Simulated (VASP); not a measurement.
# Sn₁₂HBr: molecular dynamics with a thermostat, by thermostat

Sn₁₂HBr, slab, 14 atoms in the cell. PBE, molecular dynamics; PAW potentials Sn, Br, H (PBE set).

| Thermostat | Mean temperature (K) | Rise of the mean potential energy above the start (meV/atom) | Electronic steps per ionic step after the first | Time (s) |
|---|---|---|---|---|
| friction on the slab alone, molecule free | 501 | 9.6 | 4.0 | 637 |
| friction on all atoms | 387 | 1.9 | 4.1 | 555 |
| friction on the molecule alone | 332 | -2.6 | 4.1 | 518 |
| Nose-Hoover on all atoms | 498 | 9.4 | 4.8 | 663 |
| none (NVE) | 435 | 5.9 | 4.7 | 642 |

Limits: 150 fs of 14 atoms are too short for converged averages.

## Input of the first row

INCAR:
```
GGA      = PE             # functional
PREC     = Normal         # precision mode
ENCUT    = 250            # plane-wave cutoff, eV
EDIFF    = 1E-5           # SCF threshold, eV
NELMIN   = 4            
NELM     = 60             # most SCF steps
ALGO     = Fast           # electronic algorithm
LREAL    = Auto         
LASPH    = True           # aspherical terms in the spheres
ISMEAR   = -1             # smearing method
SIGMA    = 0.05           # smearing width, eV
ISYM     = 0            
LWAVE    = False          # write WAVECAR
LCHARG   = False          # write CHGCAR
IBRION   = 0              # ionic algorithm
NSW      = 300            # ionic steps
POTIM    = 0.5            # step
TEBEG    = 500          
TEEND    = 500          
ISIF     = 0              # what is computed and relaxed
RANDOM_SEED= 34898 0 0    
MDALGO   = 3            
LANGEVIN_GAMMA= 20 0 0       
NCORE    = 4             
```

KPOINTS:
```
k-points
0
Monkhorst-Pack
  1 2 1
```

POSCAR:
```
Sn12HBr
1.0
    9.1799430761      0.0000000000      0.0000000000
    0.0000000000      6.4912000000      0.0000000000
    0.0000000000      0.0000000000     24.1189715380
Sn Br H
12 1 1
Selective dynamics
Direct
    0.2500000000      0.0000000000      0.3316891016  F F F
    0.7500000000      0.0000000000      0.3316891016  F F F
    0.5000000000      0.2500000000      0.3316891016  F F F
    0.0000000000      0.2500000000      0.3316891016  F F F
    0.5000000000      0.5000000000      0.4268418225  T T T
    0.0000000000      0.5000000000      0.4268418225  T T T
    0.7500000000      0.7500000000      0.4268418225  T T T
    0.2500000000      0.7500000000      0.4268418225  T T T
    0.7500000000      0.0000000000      0.5219945435  T T T
    0.2500000000      0.0000000000      0.5219945435  T T T
    0.0000000000      0.2500000000      0.5219945435  T T T
    0.5000000000      0.2500000000      0.5219945435  T T T
    0.7500000000      0.2500000000      0.6508972206  T T T
    0.7500000000      0.2500000000      0.5875031411  T T T
```

Commands:
```
cat potpaw_PBE.64/Sn/POTCAR potpaw_PBE.64/Br/POTCAR potpaw_PBE.64/H/POTCAR > POTCAR
mpirun -np 4 vasp_std > vasp.out
```

Changes of the last row against the first:
```
- MDALGO = 3
- LANGEVIN_GAMMA = 20 0 0
+ MDALGO = 1
+ ANDERSEN_PROB = 0.0
```

VASP 6.6.1 took 637 s on 4 cores (Intel Xeon 6975P-C (Granite Rapids)), a shared host.
